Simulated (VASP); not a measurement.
OSZICAR of a VASP run on Al33As31:

File OSZICAR:
```
       N       E                     dE             d eps       ncg     rms          rms(c)
DAV:   1     0.132122294167E+04    0.13212E+04   -0.91534E+04   322   0.111E+03
DAV:   2    -0.131509810297E+03   -0.14527E+04   -0.13788E+04   435   0.197E+02
DAV:   3    -0.286994712941E+03   -0.15548E+03   -0.15334E+03   372   0.655E+01
DAV:   4    -0.291930660048E+03   -0.49359E+01   -0.49170E+01   372   0.132E+01
DAV:   5    -0.292053562045E+03   -0.12290E+00   -0.12267E+00   412   0.216E+00    0.182E+01
RMM:   6    -0.283976602456E+03    0.80770E+01   -0.12877E+01   322   0.476E+00    0.107E+01
RMM:   7    -0.282945047766E+03    0.10316E+01   -0.16756E+01   326   0.527E+00    0.383E+00
RMM:   8    -0.282854115488E+03    0.90932E-01   -0.12696E+00   322   0.219E+00    0.278E+00
RMM:   9    -0.282924717572E+03   -0.70602E-01   -0.94409E-01   322   0.147E+00    0.119E+00
RMM:  10    -0.282829641344E+03    0.95076E-01   -0.17610E-01   322   0.654E-01    0.515E-01
RMM:  11    -0.282818098458E+03    0.11543E-01   -0.12340E-01   327   0.370E-01    0.299E-01
RMM:  12    -0.282817386952E+03    0.71151E-03   -0.16742E-02   328   0.180E-01    0.167E-01
RMM:  13    -0.282816728578E+03    0.65837E-03   -0.10188E-02   326   0.118E-01    0.679E-02
RMM:  14    -0.282816920709E+03   -0.19213E-03   -0.28325E-03   329   0.744E-02    0.250E-02
RMM:  15    -0.282816952713E+03   -0.32005E-04   -0.45130E-04   325   0.357E-02    0.132E-02
RMM:  16    -0.282816944636E+03    0.80774E-05   -0.10061E-04   275   0.175E-02    0.985E-03
RMM:  17    -0.282816943195E+03    0.14412E-05   -0.16445E-05   205   0.782E-03
   1 F= -.28281694E+03 E0= -.28281676E+03  d E =-.282817E+03
       N       E                     dE             d eps       ncg     rms          rms(c)
DAV:   1    -0.283041766673E+03   -0.22482E+00   -0.60922E+00   356   0.452E+00    0.839E-01
RMM:   2    -0.283064093537E+03   -0.22327E-01   -0.38903E-01   322   0.107E+00    0.296E-01
RMM:   3    -0.283066289861E+03   -0.21963E-02   -0.71062E-02   324   0.456E-01    0.229E-01
RMM:   4    -0.283066941416E+03   -0.65155E-03   -0.15052E-02   331   0.203E-01    0.119E-01
RMM:   5    -0.283067181186E+03   -0.23977E-03   -0.27511E-03   333   0.104E-01    0.452E-02
RMM:   6    -0.283067270104E+03   -0.88918E-04   -0.74857E-04   342   0.530E-02    0.172E-02
RMM:   7    -0.283067279801E+03   -0.96971E-05   -0.13587E-04   321   0.251E-02    0.876E-03
RMM:   8    -0.283067282765E+03   -0.29632E-05   -0.32105E-05   222   0.122E-02
   2 F= -.28306728E+03 E0= -.28306728E+03  d E =-.250340E+00
       N       E                     dE             d eps       ncg     rms          rms(c)
DAV:   1    -0.283075924512E+03   -0.86447E-02   -0.36576E-01   364   0.111E+00    0.202E-01
RMM:   2    -0.283077205006E+03   -0.12805E-02   -0.23340E-02   322   0.264E-01    0.722E-02
RMM:   3    -0.283077323660E+03   -0.11865E-03   -0.43752E-03   324   0.113E-01    0.545E-02
RMM:   4    -0.283077366117E+03   -0.42457E-04   -0.90231E-04   329   0.504E-02    0.296E-02
RMM:   5    -0.283077382232E+03   -0.16114E-04   -0.17795E-04   326   0.262E-02    0.111E-02
RMM:   6    -0.283077387251E+03   -0.50189E-05   -0.40325E-05   234   0.129E-02
   3 F= -.28307739E+03 E0= -.28307739E+03  d E =-.260444E+00
       N       E                     dE             d eps       ncg     rms          rms(c)
DAV:   1    -0.283089097278E+03   -0.11715E-01   -0.17573E-01   339   0.887E-01    0.167E-01
RMM:   2    -0.283089719652E+03   -0.62237E-03   -0.13470E-02   322   0.214E-01    0.621E-02
RMM:   3    -0.283089791350E+03   -0.71699E-04   -0.24251E-03   322   0.958E-02    0.459E-02
RMM:   4    -0.283089790985E+03    0.36585E-06   -0.55797E-04   328   0.448E-02    0.217E-02
RMM:   5    -0.283089800861E+03   -0.98762E-05   -0.14676E-04   331   0.247E-02    0.111E-02
RMM:   6    -0.283089803467E+03   -0.26063E-05   -0.28826E-05   218   0.122E-02
   4 F= -.28308980E+03 E0= -.28308980E+03  d E =-.124162E-01
       N       E                     dE             d eps       ncg     rms          rms(c)
DAV:   1    -0.283090977611E+03   -0.11768E-02   -0.34888E-02   364   0.394E-01    0.742E-02
RMM:   2    -0.283091103653E+03   -0.12604E-03   -0.26764E-03   322   0.954E-02    0.279E-02
RMM:   3    -0.283091119720E+03   -0.16068E-04   -0.49046E-04   323   0.432E-02    0.210E-02
RMM:   4    -0.283091119937E+03   -0.21632E-06   -0.10863E-04   328   0.202E-02    0.101E-02
RMM:   5    -0.283091121892E+03   -0.19552E-05   -0.29114E-05   220   0.113E-02
   5 F= -.28309112E+03 E0= -.28309112E+03  d E =-.137346E-01
       N       E                     dE             d eps       ncg     rms          rms(c)
DAV:   1    -0.283092760998E+03   -0.16411E-02   -0.40101E-02   346   0.386E-01    0.684E-02
RMM:   2    -0.283092931986E+03   -0.17099E-03   -0.24585E-03   322   0.903E-02    0.252E-02
RMM:   3    -0.283092958369E+03   -0.26383E-04   -0.40457E-04   323   0.395E-02    0.179E-02
RMM:   4    -0.283092960116E+03   -0.17468E-05   -0.68228E-05   297   0.171E-02
   6 F= -.28309296E+03 E0= -.28309296E+03  d E =-.183822E-02
       N       E                     dE             d eps       ncg     rms          rms(c)
DAV:   1    -0.283093507957E+03   -0.54959E-03   -0.68776E-02   340   0.506E-01    0.890E-02
RMM:   2    -0.283093811696E+03   -0.30374E-03   -0.42845E-03   322   0.119E-01    0.340E-02
RMM:   3    -0.283093862378E+03   -0.50682E-04   -0.71851E-04   323   0.525E-02    0.247E-02
RMM:   4    -0.283093866460E+03   -0.40820E-05   -0.12054E-04   324   0.228E-02    0.116E-02
RMM:   5    -0.283093868998E+03   -0.25382E-05   -0.30032E-05   223   0.120E-02
   7 F= -.28309387E+03 E0= -.28309387E+03  d E =-.274711E-02
       N       E                     dE             d eps       ncg     rms          rms(c)
DAV:   1    -0.283094741399E+03   -0.87494E-03   -0.41692E-02   340   0.396E-01    0.632E-02
RMM:   2    -0.283094896996E+03   -0.15560E-03   -0.21846E-03   322   0.866E-02    0.253E-02
RMM:   3    -0.283094924799E+03   -0.27803E-04   -0.37205E-04   323   0.386E-02    0.176E-02
RMM:   4    -0.283094927379E+03   -0.25800E-05   -0.63235E-05   285   0.169E-02
   8 F= -.28309493E+03 E0= -.28309493E+03  d E =-.105838E-02
```

Problem. Which electronic solver shows in the log?

Solution. It is blocked Davidson (ALGO = Normal, or the opening steps of other solvers) and then RMM-DIIS (ALGO = Fast or VeryFast). The INCAR had ALGO = Fast.

Problem. Can the final energy be trusted as converged?

Solution. The calculation finished and met its thresholds. It stopped with EDIFF = 1E-5, NELM = 100, NSW = 60 and EDIFFG = -0.03 after 8 ionic steps (PBE GGA, plane waves, VASP's PBE PAW potentials (set 64)). The cell is charged, with a uniform compensating background. The supercell is sampled at Γ alone, which is coarse: total energies, pressure and levels can be off, energies of defects by several tenths of an eV.

The cell is a supercell with a defect, built from AlAs (zinc blende): Al_As, charge -2. The run is not spin-polarised, so no state with unpaired spins was tried.
